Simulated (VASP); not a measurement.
Data:

```
CELL_PARAMETERS angstrom
      5.41678     0.00000     0.00000
     -2.70839     4.69107     0.00000
      0.00000     0.00000     4.37200
ATOMIC_POSITIONS crystal
  Ni 0.66667 0.33333 0.25000
  Ni 0.33333 0.66667 0.75000
  Tc 0.83408 0.66816 0.75000
  Tc 0.16592 0.33184 0.25000
  Tc 0.16592 0.83408 0.25000
  Tc 0.83408 0.16592 0.75000
  Tc 0.33184 0.16592 0.75000
  Tc 0.66816 0.83408 0.25000
```

Calculation: LDA (Ceperley-Alder, Perdew-Zunger), VASP's LDA PAW potentials (set 64) (plane waves; VASP 6.6.1). Settings: 300 eV cut-off, 5×5×5 Γ-centred mesh, Gaussian smearing of 0.20 eV, potentials Ni Tc_pv.

At this cut-off the stress carries a Pulay error, which pulls relaxed volumes low. Energy and stress use the plane-wave basis of the starting cell.

Task: The ions, cell shape and volume are relaxed. What does this cell relax into?

Result: 
```
CELL_PARAMETERS angstrom
      5.26403     0.00000     0.00000
     -2.63201     4.55878     0.00000
      0.00000     0.00000     4.24913
ATOMIC_POSITIONS crystal
  Ni 0.66667 0.33333 0.25000
  Ni 0.33333 0.66667 0.75000
  Tc 0.83384 0.66768 0.75000
  Tc 0.16616 0.33232 0.25000
  Tc 0.16616 0.83384 0.25000
  Tc 0.83384 0.16616 0.75000
  Tc 0.33232 0.16616 0.75000
  Tc 0.66768 0.83384 0.25000
```
Space group P6_3/mmc (194), at a tolerance of 0.03 Å.

Task: How do energy and volume change from the first to the last step?

Result: The energy (σ→0) changes by -92.4 meV/atom and the volume by -8.2 %, in 7 ionic steps.

```csv
step,E(σ→0) (eV),max force (eV/Å),pressure (GPa),volume (Å³)
1,-83.9524,0.198,-24.25,111.09
2,-77.4496,1.635,133.61,80.61
3,-84.6858,0.045,-2.41,102.78
4,-84.6913,0.066,-0.77,102.25
5,-84.6919,0.075,0.06,102.01
6,-84.6919,0.020,0.01,101.98
7,-84.6917,0.003,0.04,101.97
```

The structure comes from a computed database's Tc3Ni entry (P6_3/mmc); how it stands against other phases isn't given here. This run relaxes it. Symmetry was kept, so distortions that lower it aren't found. The run is one of a series of settings (EDIFFG = -0.01, IBRION = 2, ISIF = 3, NSW = 50 against the base run), some of them coarse on purpose. The run is not spin-polarised, so no magnetic state was tried.
